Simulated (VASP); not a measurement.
Calculation: PBEsol GGA, VASP's PBE PAW potentials (set 64) (plane waves; VASP 6.6.1).

VASP ran on this input.

INCAR:
```
# general
SYSTEM =CsPbBr3
PREC   =Accurate
ENCUT  =500   # plane-wave cut-off (eV)
LREAL  =.False.   # projection in real space or not
LASPH  =.True.   # aspherical one-centre terms

# electronic loop
EDIFF  =1E-6
NELM   =100
ALGO   =Normal
LMAXMIX=4

# smearing
ISMEAR =0   # Gaussian
SIGMA  =0.05

# functional
GGA    =PS   # PBEsol

# ions
IBRION =2
NSW    =40
ISIF   =3   # ions, shape and volume
EDIFFG =-0.02

# output
LWAVE  =.False.
LCHARG =.False.
```

File POSCAR:
```
CsPbBr3
1
    5.8797919818    -0.0000000000    -0.0000000000
   -0.0000000000     5.8797919818    -0.0000000000
    0.0000000000     0.0000000000     5.8797919818
Cs Pb Br
1 1 3
Direct
  0.0000000000   0.0000000000   0.0000000000
  0.5000000000   0.5000000000   0.5000000000
  0.5000000000   0.0000000000   0.5000000000
  0.0000000000   0.5000000000   0.5000000000
  0.5000000000   0.5000000000   0.0000000000
```

File KPOINTS:
```
Automatic mesh
0
Gamma
4 4 4
0 0 0
```

POTCAR, in this order: Cs_sv Pb_d Br (PBE.64 set). Program: vasp_std.

What VASP printed:

**OUTCAR**
```
 ion  position               nearest neighbor table
   1  0.000  0.000  0.000-
   2  0.500  0.500  0.500-   3 2.94   4 2.94   5 2.94   5 2.94   3 2.94   4 2.94
   3  0.500  0.000  0.500-   2 2.94   2 2.94
   4  0.000  0.500  0.500-   2 2.94   2 2.94
   5  0.500  0.500  0.000-   2 2.94   2 2.94
  LATTYP: Found a simple cubic cell.
 ALAT       =     5.8797919818
 Subroutine PRICEL returns:
 Original cell was already a primitive cell.
 Subroutine GETGRP returns: Found 48 space group operations
The static configuration has the point symmetry O_h .
The dynamic configuration has the point symmetry O_h .
 Subroutine INISYM returns: Found 48 space group operations
 Subroutine IBZKPT returns following result:
 Found     10 irreducible k-points:

 Following reciprocal coordinates:
            Coordinates               Weight
  0.000000  0.000000  0.000000      1.000000
  0.250000  0.000000  0.000000      6.000000
  0.500000  0.000000  0.000000      3.000000
  0.250000  0.250000  0.000000     12.000000
  0.500000  0.250000  0.000000     12.000000
  0.500000  0.500000  0.000000      3.000000
  0.250000  0.250000  0.250000      8.000000
  0.500000  0.250000  0.250000     12.000000
  0.500000  0.500000  0.250000      6.000000
  0.500000  0.500000  0.500000      1.000000
   k-points           NKPTS =     10   k-points in BZ     NKDIM =     10   number of bands    NBANDS=     26
   number of dos      NEDOS =    301   number of ions     NIONS =      5
   total plane-waves  NPLWV = 110592
   dimension x,y,z NGX =    48 NGY =   48 NGZ =   48
   dimension x,y,z NGXF=    96 NGYF=   96 NGZF=   96
   ions per type =               1   1   3
   PREC   = accura    normal or accurate (medium, high low for compatibility)
   ISTART =      0    job   : 0-new  1-cont  2-samecut
   ICHARG =      2    charge: 1-file 2-atom 10-const
   ISPIN  =      1    spin polarized calculation?
   LNONCOLLINEAR =      F non collinear calculations
...
```

OSZICAR:
```
       N       E                     dE             d eps       ncg     rms          rms(c)
DAV:   1     0.392880793136E+03    0.39288E+03   -0.18416E+04   520   0.145E+03
DAV:   2     0.330793722255E+02   -0.35980E+03   -0.35109E+03   620   0.328E+02
DAV:   3    -0.156609457467E+02   -0.48740E+02   -0.48467E+02   654   0.128E+02
DAV:   4    -0.172454580015E+02   -0.15845E+01   -0.15812E+01   648   0.294E+01
DAV:   5    -0.172992914551E+02   -0.53833E-01   -0.53811E-01   656   0.473E+00    0.437E+00
DAV:   6    -0.168114430578E+02    0.48785E+00   -0.92881E-01   758   0.100E+01    0.252E+00
DAV:   7    -0.167677580698E+02    0.43685E-01   -0.46454E-01   748   0.415E+00    0.894E-01
DAV:   8    -0.167736700124E+02   -0.59119E-02   -0.56437E-02   690   0.206E+00    0.192E-01
DAV:   9    -0.167740192797E+02   -0.34927E-03   -0.89114E-03   724   0.746E-01    0.937E-02
DAV:  10    -0.167742157030E+02   -0.19642E-03   -0.77882E-04   654   0.183E-01    0.357E-02
DAV:  11    -0.167743052152E+02   -0.89512E-04   -0.18606E-04   604   0.970E-02    0.114E-02
DAV:  12    -0.167743077225E+02   -0.25073E-05   -0.18199E-05   738   0.400E-02    0.604E-03
DAV:  13    -0.167743078248E+02   -0.10229E-06   -0.21000E-06   462   0.133E-02
   1 F= -.16774308E+02 E0= -.16774308E+02  d E =-.167743E+02
```

OUTCAR:
```
------------------------ aborting loop because EDIFF is reached ----------------------------------------
  FORCE on cell =-STRESS in cart. coord.  units (eV):
  Direction    XX          YY          ZZ          XY          YZ          ZX
  --------------------------------------------------------------------------------------
  Total        0.0232171      0.0232171      0.0232171      0.0000000      0.0000000     -0.0000000
  in kB        0.1829926      0.1829926      0.1829926      0.0000000      0.0000000     -0.0000000
  external PRESSURE =       0.1829926 kB  Pullay stress =       0.0000000 kB
  volume of cell :      203.28
      direct lattice vectors                 reciprocal lattice vectors
     5.879791982  0.000000000  0.000000000     0.170074044  0.000000000  0.000000000
     0.000000000  5.879791982  0.000000000     0.000000000  0.170074044  0.000000000
     0.000000000  0.000000000  5.879791982     0.000000000  0.000000000  0.170074044
 POSITION                                       TOTAL-FORCE (eV/Angst)
 -----------------------------------------------------------------------------------
      0.00000      0.00000      0.00000         0.000000      0.000000      0.000000
      2.93990      2.93990      2.93990         0.000000      0.000000      0.000000
      2.93990      0.00000      2.93990         0.000000      0.000000      0.000000
      0.00000      2.93990      2.93990         0.000000      0.000000      0.000000
      2.93990      2.93990      0.00000         0.000000      0.000000      0.000000
 -----------------------------------------------------------------------------------
    total drift:                                0.000000     -0.000000     -0.000000
  FREE ENERGIE OF THE ION-ELECTRON SYSTEM (eV)
  ---------------------------------------------------
  free  energy   TOTEN  =       -16.7743078248 eV

  energy  without entropy=      -16.7743078248  energy(sigma->0) =      -16.77430782

 reached required accuracy - stopping structural energy minimisation
```
(Selected blocks of OUTCAR.)

The compound is CsPbBr3 in the cubic perovskite structure, the ideal cubic form; the compound distorts at low or room temperature. It was relaxed first.
